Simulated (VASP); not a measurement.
# Ga2GeSe2 (P-3m1) in VASP: relaxation of cell and atoms with PBE

Aim: the relaxation of cell and atoms of Ga2GeSe2 with PBE.

Everything below comes from runs of VASP 6.6.1. Logs are shortened: lines on timing, memory, paths and dates and some standing lists are left out, and cuts for length are marked.

**1. The structure**

It takes space group P-3m1 (No. 164, trigonal). The conventional cell has a = 3.850 Å, b = 3.850 Å, c = 19.500 Å, α = 90.00°, β = 90.00°, γ = 120.00°. Ga (site symmetry 3m) is surrounded by 1 Ga at 2.46 Å and 3 Se at 2.51 Å. Ga (site symmetry 3m) has 1 Ga at 2.46 Å and 3 Se at 2.51 Å as nearest neighbours. Around Ge (site symmetry 3m) lie 3 Ge at 2.33 Å. Se (site symmetry 3m) is surrounded by 3 Ga at 2.51 Å. Around Se (site symmetry 3m) lie 3 Ga at 2.51 Å.

The cell was built by a generator and needn't be a form met in nature.

**2. Relaxation of cell and atoms, PBE**

The input, INCAR:

```
ALGO = Fast ; EDIFF = 1E-4
EDIFFG = -0.08 ; ENCUT = 520
GGA = PE ; IBRION = 2
ISIF = 3 ; ISMEAR = 0
LASPH = T ; LCHARG = F
LREAL = Auto ; LWAVE = F
NELM = 60 ; NSW = 24
PREC = Normal ; SIGMA = 0.15
```

The input, KPOINTS:

```
k-points
0
Gamma
  4 4 1
```

The input, POSCAR:

```
Ga2GeSe2
1.0
    3.8500000000      0.0000000000      0.0000000000
   -1.9250000000      3.3341978000      0.0000000000
    0.0000000000      0.0000000000     19.5000000000
Ga Ge Se
4 2 4
Direct
    0.6666666700      0.3333333300      0.7680000000
    0.6666666700      0.3333333300      0.6420000000
    0.3333333300      0.6666666700      0.2320000000
    0.3333333300      0.6666666700      0.3580000000
    0.3333333300      0.6666666700      0.0180000000
    0.6666666700      0.3333333300      0.9820000000
    0.0000000000      0.0000000000      0.5820000000
    0.0000000000      0.0000000000      0.8280000000
    0.0000000000      0.0000000000      0.1720000000
    0.0000000000      0.0000000000      0.4180000000
```

Potentials or basis: VASP PAW PBE potentials, release 64 (Ga_d, Ge_d, Se).

Launch:

```bash
$ cat potpaw_PBE.64/Ga_d/POTCAR potpaw_PBE.64/Ge_d/POTCAR potpaw_PBE.64/Se/POTCAR > POTCAR
$ mpirun -np 1 vasp_std > vasp.out
```

OUTCAR:

```text
EDIFF = 1E-4
   EDIFFG = -0.08
   ENCUT = 520
   GGA = PE
   IBRION = 2
   ISIF = 3
   ISMEAR = 0
   LASPH = T
   LREAL = Auto
   NELM = 60
   NSW = 24
   PREC = Normal

 ion  position               nearest neighbor table
   1  0.667  0.333  0.768-   2 2.46   8 2.51   8 2.51   8 2.51
   2  0.667  0.333  0.642-   1 2.46   7 2.51   7 2.51   7 2.51
   3  0.333  0.667  0.232-   4 2.46   9 2.51   9 2.51   9 2.51
   4  0.333  0.667  0.358-   3 2.46  10 2.51  10 2.51  10 2.51
   5  0.333  0.667  0.018-   6 2.33   6 2.33   6 2.33
   6  0.667  0.333  0.982-   5 2.33   5 2.33   5 2.33
   7  0.000  0.000  0.582-   2 2.51   2 2.51   2 2.51
   8  0.000  0.000  0.828-   1 2.51   1 2.51   1 2.51
   9  0.000  0.000  0.172-   3 2.51   3 2.51   3 2.51
  10  0.000  0.000  0.418-   4 2.51   4 2.51   4 2.51

  LATTYP: Found a hexagonal cell.
 ALAT       =     3.8500000000
 C/A-ratio  =     5.0649350649

  Lattice vectors:

 A1 = (   3.8500000000,   0.0000000000,   0.0000000000)
 A2 = (  -1.9250000000,   3.3341978000,   0.0000000000)
 A3 = (   0.0000000000,   0.0000000000,  19.5000000000)

Analysis of symmetry for initial positions (statically):
=====================================================================
 Subroutine PRICEL returns:
 Original cell was already a primitive cell.

 Routine SETGRP: Setting up the symmetry group for a
 hexagonal supercell.

 Subroutine GETGRP returns: Found 12 space group operations
 (whereof 12 operations were pure point group operations)
 out of a pool of 24 trial point group operations.

The static configuration has the point symmetry D_3d.

Analysis of symmetry for dynamics (positions and initial velocities):
=====================================================================
 Subroutine PRICEL returns:
 Original cell was already a primitive cell.

 Routine SETGRP: Setting up the symmetry group for a
 hexagonal supercell.

 Subroutine GETGRP returns: Found 12 space group operations
 (whereof 12 operations were pure point group operations)
 out of a pool of 24 trial point group operations.

The dynamic configuration has the point symmetry D_3d.

 Subroutine INISYM returns: Found 12 space group operations
 (whereof 12 operations are pure point group operations),
 and found     1 'primitive' translations

----------------------------------------------------------------------------------------

                                     Primitive cell

  volume of cell :     250.3149

[... 89 lines left out ...]
   ISIF   =      3    stress and relaxation
   ISYM   =      2    0-nonsym 1-usesym 2-fastsym
   POTIM  = 0.5000    time-step for ionic-motion
   TEBEG  =    0.0;   TEEND  =   0.0 temperature during run
   PSTRESS=    0.0 pullay stress
   NELECT =     104.0000    total number of electrons
   NUPDOWN=      -1.0000    fix difference up-down
   EMIN   =  10.00;   EMAX   =-10.00  energy-range for DOS
   EFERMI =   0.00;   METHOD = LEGACY
   ISMEAR =     0;   SIGMA  =   0.15  broadening in eV -4-tet -1-fermi 0-gaus
   EFERMI_NEDOS =   21; number of points for ismear=-14 and -15
   IALGO  =     68    algorithm
   IMIX   =      4    mixing-type and parameters
     AMIX     =   0.40;   BMIX     =  1.00
     AMIX_MAG =   1.60;   BMIX_MAG =  1.00
  volume/ion in A,a.u.               =      25.03       168.92
  Fermi-wavevector in a.u.,A,eV,Ry     =   1.221585  2.308461 20.303567  1.492270
  Thomas-Fermi vector in A             =   2.356762
   LORBIT       =      0    0 simple, 1 ext, 2 COOP (PROOUT), +10 PAW based schemes
   GGA     = PE    functional components
   LHFCALC =     F    Hartree Fock is set to
   AEXX    =    0.0000 exact exchange contribution
   IVDW    =     0    specifies the selected vdW correction
   LEPSILON=     F    determine dielectric tensor
   LRPA    =     F    only Hartree local field effects (RPA)
 conjugate gradient relaxation of ions
 non-spin polarized calculation
 RMM-DIIS sequential band-by-band and
 Gauss-broadening in eV      SIGMA  =   0.15
  energy-cutoff  :      520.00
  volume of cell :      250.31
 maximum number of plane-waves:      6769
   NGX = 15   NGY = 15   NGZ = 73

--------------------------------------- Ionic step        1  -------------------------------------------

 number of electron     103.9999992 magnetization

 Free energy of the ion-electron system (eV)
  ---------------------------------------------------
  ext. energy  EPLUGINS =         0.00000000
  ---------------------------------------------------
  free energy    TOTEN  =       -37.65346543 eV

  energy without entropy =      -37.64789303  energy(sigma->0) =      -37.65067923

------------------------ aborting loop because EDIFF is reached ----------------------------------------

  FORCE on cell =-STRESS in cart. coord.  units (eV):
  Direction    XX          YY          ZZ          XY          YZ          ZX
  --------------------------------------------------------------------------------------
  -------------------------------------------------------------------------------------
  Total        3.4453499      3.4453499      4.1729365     -0.0000000      0.0000000      0.0000000
  in kB       22.0524690     22.0524690     26.7094937     -0.0000000      0.0000000      0.0000000
  external PRESSURE =      23.6048106 kB  Pullay stress =       0.0000000 kB
[... 113 lines left out ...]
  FREE ENERGIE OF THE ION-ELECTRON SYSTEM (eV)
  ---------------------------------------------------
  free  energy   TOTEN  =       -37.7973948314 eV

  energy  without entropy=      -37.7855105365  energy(sigma->0) =      -37.79145268

[... ionic steps 4 to 16 ...]

--------------------------------------- Ionic step       17  -------------------------------------------

 number of electron     104.0000070 magnetization

------------------------ aborting loop because EDIFF is reached ----------------------------------------
[... 83 lines left out ...]
--------------------------------------- Ionic step       19  -------------------------------------------

 number of electron     104.0000084 magnetization

 Free energy of the ion-electron system (eV)
  ---------------------------------------------------
  ext. energy  EPLUGINS =         0.00000000
  ---------------------------------------------------
  free energy    TOTEN  =       -38.01568531 eV

  energy without entropy =      -38.00507350  energy(sigma->0) =      -38.01037941

 E-fermi :   2.7351     XC(G=0):  -8.5669

 val. band max:        2.6231299565   @ k =   0.0000   0.0000   0.0000
 cond. band min:       2.7933919108   @ k =   0.0000   0.0000   0.0000
 fundamental gap:      0.1702619543
 Fermi energy:         2.7350646702

 k-point     1 :       0.0000    0.0000    0.0000
  band No.  band energies     occupation
      1     -21.6915      2.00000
      2     -21.6915      2.00000
      3     -21.6204      2.00000
      4     -21.6204      2.00000
      5     -21.6003      2.00000
      6     -21.5661      2.00000
[... 286 lines left out ...]
  FREE ENERGIE OF THE ION-ELECTRON SYSTEM (eV)
  ---------------------------------------------------
  free  energy   TOTEN  =       -38.0156853142 eV

  energy  without entropy=      -38.0050735048  energy(sigma->0) =      -38.01037941

 reached required accuracy - stopping structural energy minimisation
```

OSZICAR:

```text
N       E                     dE             d eps       ncg     rms          rms(c)
DAV:   1     0.117038791265E+04    0.11704E+04   -0.47018E+04   600   0.296E+03
DAV:   2     0.231736797474E+03   -0.93865E+03   -0.90601E+03   504   0.918E+02
DAV:   3    -0.140232885863E+02   -0.24576E+03   -0.23783E+03   580   0.242E+02
DAV:   4    -0.376200102373E+02   -0.23597E+02   -0.23375E+02   602   0.799E+01
[... 153 lines left out ...]
  18 F= -.38015689E+02 E0= -.38010484E+02  d E =-.223749E-02
       N       E                     dE             d eps       ncg     rms          rms(c)
DAV:   1    -0.380155485079E+02    0.13614E-03   -0.65445E-02   560   0.111E+00    0.406E-02
RMM:   2    -0.380156582593E+02   -0.10975E-03   -0.13800E-03   594   0.220E-01    0.218E-02
RMM:   3    -0.380156853142E+02   -0.27055E-04   -0.45302E-04   403   0.121E-01
  19 F= -.38015685E+02 E0= -.38010379E+02  d E =-.223355E-02
```

CONTCAR:

```text
Ga2GeSe2
   1.00000000000000
     3.9104596095634654    0.0000000000000000    0.0000000000000000
    -1.9552298047817327    3.3865573575756338   -0.0000000000000000
     0.0000000000000001   -0.0000000000000002   21.3158451781856009
  Ga              Ge              Se
     4     2     4
Direct
     0.6666666699999979    0.3333333300000021    0.7653242347631460
     0.6666666699999979    0.3333333300000021    0.6490113834394864
     0.3333333300000021    0.6666666699999979    0.2346757652368542
     0.3333333300000021    0.6666666699999979    0.3509886165605136
     0.3333333300000021    0.6666666699999979    0.0179774805982215
     0.6666666699999979    0.3333333300000021    0.9820225194017785
     0.0000000000000000    0.0000000000000000    0.5957399787381639
     0.0000000000000000    0.0000000000000000    0.8185990874280487
     0.0000000000000000    0.0000000000000000    0.1814009125719515
     0.0000000000000000    0.0000000000000000    0.4042600212618361

  0.00000000E+00  0.00000000E+00  0.00000000E+00
  0.00000000E+00  0.00000000E+00  0.00000000E+00
  0.00000000E+00  0.00000000E+00  0.00000000E+00
  0.00000000E+00  0.00000000E+00  0.00000000E+00
  0.00000000E+00  0.00000000E+00  0.00000000E+00
  0.00000000E+00  0.00000000E+00  0.00000000E+00
  0.00000000E+00  0.00000000E+00  0.00000000E+00
  0.00000000E+00  0.00000000E+00  0.00000000E+00
  0.00000000E+00  0.00000000E+00  0.00000000E+00
  0.00000000E+00  0.00000000E+00  0.00000000E+00
```

Wall time 9.8 min (1 thread of Intel Xeon Platinum 8488C (Sapphire Rapids), shared host); peak memory 0.28 GiB.

What came out:

| Property | Result |
| --- | --- |
| Free energy | -38.0157 eV |
| Relaxed volume | 28.23 Å³/atom |
| Relaxed cell | a = 3.910 Å, b = 3.910 Å, c = 21.316 Å, α = 90.00°, β = 90.00°, γ = 120.00° |
| Space group after relaxing (to 0.05 Å) | P-3m1 (No. 164) |
| Energy gained by relaxing | 36.2 meV/atom |
| Ionic steps | 19 |
| Pressure after relaxing | -0.1 GPa |
| Largest force after relaxing | 0.070 eV/Å |
| Band gap on the k mesh | 0.17 eV, direct |

Forces in eV/Å, atoms in the order of the input:
```
Ga   0.000  0.000 -0.010
Ga   0.000  0.000 -0.017
Ga   0.000  0.000  0.010
Ga   0.000  0.000  0.017
Ge   0.000  0.000 -0.021
Ge   0.000  0.000  0.021
Se   0.000  0.000  0.070
Se   0.000  0.000 -0.058
Se   0.000  0.000  0.058
Se   0.000  0.000 -0.070
```

The path:
```tsv
step	energy change (eV)	largest force (eV/Å)	pressure (GPa)	volume (Å³)
1	0.0000	0.6124	2.36	250.31
2	-0.1420	0.6018	-0.35	263.91
3	-0.1439	0.5982	-0.74	264.71
4	-0.1430	0.5932	0.18	264.30
5	-0.1898	0.4179	0.15	265.15
6	-0.2239	0.5713	0.60	266.63
7	-0.2544	0.4230	0.59	269.07
8	-0.2911	0.2113	-0.71	276.47
9	-0.3191	0.1576	-0.21	275.95
10	-0.3285	0.1492	-0.02	275.68
11	-0.3330	0.2182	0.50	275.11
12	-0.3339	0.1590	0.30	275.32
13	-0.3493	0.0767	0.63	277.17
14	-0.3464	0.3985	0.21	281.82
15	-0.3555	0.1689	0.37	279.46
16	-0.3583	0.1512	-0.43	284.41
17	-0.3600	0.1150	-0.16	282.32
18	-0.3622	0.0843	0.05	282.28
19	-0.3622	0.0700	-0.08	282.29
```

Final structure:
```
Ga Ge Se
1.0
     3.91046    0.00000    0.00000
    -1.95523    3.38656    0.00000
     0.00000    0.00000   21.31585
Ga Ge Se
4 2 4
Direct
  0.66667 0.33333 0.76532
  0.66667 0.33333 0.64901
  0.33333 0.66667 0.23468
  0.33333 0.66667 0.35099
  0.33333 0.66667 0.01798
  0.66667 0.33333 0.98202
  0.00000 0.00000 0.59574
  0.00000 0.00000 0.81860
  0.00000 0.00000 0.18140
  0.00000 0.00000 0.40426
```

Caveat: the k mesh is coarse (spacing up to 0.47 Å⁻¹), so the values aren't converged; an odd mesh through Γ misses points on the zone boundary, where band edges often lie; this functional lacks dispersion, which binds the layers, so the pressure and a relaxed spacing across them are unreliable; the relaxation stopped at a loose force limit of 0.08 eV/Å, so its end isn't a converged minimum.
